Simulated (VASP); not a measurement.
Given:

```
ZrSe2
1.0
    1.90381    -3.29750     0.00000
    1.90381     3.29750     0.00000
    0.00000     0.00000     6.57990
Zr Se
1 2
Cartesian
  0.00000   0.00000   0.00000
  1.90381   1.09917   1.57976
  1.90381  -1.09917   5.00014
```

Level of theory: PW91 GGA, VASP's PBE PAW potentials (set 64) (plane waves; VASP). Run with 520 eV cut-off, 8×8×4 Γ-centred mesh, tetrahedra with Blöchl corrections, potentials Zr_sv Se.

The cores are frozen, which limits the accuracy of field gradients. Without a dispersion term in the relaxation, distances and binding between the weakly bound layers, chains or molecules are unreliable, and so is what depends on them.

### Question
Give the principal components of the electric field gradient (V/Å²) and the asymmetry η at each nucleus.

### Answer

| atom | Vxx | Vyy | Vzz | η |
|---|---|---|---|---|
| Zr1 | 13.0 | 13.0 | -26.1 | 0.00 |
| Se2 | 2.1 | 2.1 | -4.3 | 0.00 |
| Se3 | 2.1 | 2.1 | -4.3 | 0.00 |

The compound is ZrSe2 in the 1T layered structure. It was relaxed first, which changed the volume by +9 %.
